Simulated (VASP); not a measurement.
Here is the system:

```
CdS
1.0
    0.00000     3.02658     3.02658
    3.02658     0.00000     3.02658
    3.02658     3.02658     0.00000
Cd S
1 1
Direct
  0.00000   0.00000   0.00000
  0.25000   0.25000   0.25000
```

All values below come from PBE GGA, VASP's PBE PAW potentials (set 64) (plane waves; VASP). Numerical set-up: 520 eV cut-off, 8×8×8 Γ-centred mesh, Gaussian smearing of 0.050 eV, potentials Cd S.

Question: Predict the energy per atom (σ→0), pressure, band gap (on the k-mesh) with the smallest direct gap where there is one.

Answer: 
```yaml
band gap (on the k-mesh): 0.90 eV
smallest direct gap (on the k-mesh): 0.90 eV
energy per atom (σ→0): -3.060 eV/atom
pressure: -2.70 GPa
```

Only differences to runs with the same potentials and settings are physical.

The compound is CdS in the zinc blende structure, a metastable form; wurtzite is the usual one. This cell is one point of a volume scan, at 1.06 of the reference volume.
